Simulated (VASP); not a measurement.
These are r2SCAN meta-GGA, VASP's PBE PAW potentials (set 64) (plane waves; VASP) values and carry that method's errors.

A VASP calculation is set up with these files.

POSCAR:
```
PbTe
6.5680320
  0.0000000000   0.5000000156   0.5000000156
  0.4975124533   0.0000000000   0.5000000156
  0.4975124533   0.5000000156   0.0000000000
Te Pb
1 1
Cart
  0.4975124533   0.5000000156   0.5000000156
  0.4975124533   0.0000000000   0.5000000156
```

### INCAR
```
ALGO = Normal
EDIFF = 1E-7
ENCUT = 480
ISIF = 2
ISMEAR = 0
LASPH = .TRUE.
LCHARG = .FALSE.
LMAXMIX = 4
LMIXTAU = .TRUE.
LREAL = .FALSE.
LWAVE = .FALSE.
METAGGA = R2SCAN
NELM = 100
PREC = Accurate
SIGMA = 0.05
SYSTEM = PbTe
```

File KPOINTS:
```
kpoints
0
gamma
  6 6 6
```

POTCAR, in this order: Te Pb_d (PBE.64 set). Program: vasp_std.

### Question
What will the output report for the number of irreducible k-points (NKPTS), number of bands (NBANDS), largest plane-wave count, number of space-group operations, FFT grid (NGX, NGY, NGZ)?

### Answer

| Item | Value |
|---|---|
| number of irreducible k-points (NKPTS) | 30 |
| number of bands (NBANDS) | 14 |
| largest plane-wave count | 1696 |
| number of space-group operations | 16 |
| FFT grid (NGX, NGY, NGZ) | 36 × 36 × 36 |

The compound is PbTe in the rock salt structure. This cell was strained or had an atom moved on purpose.
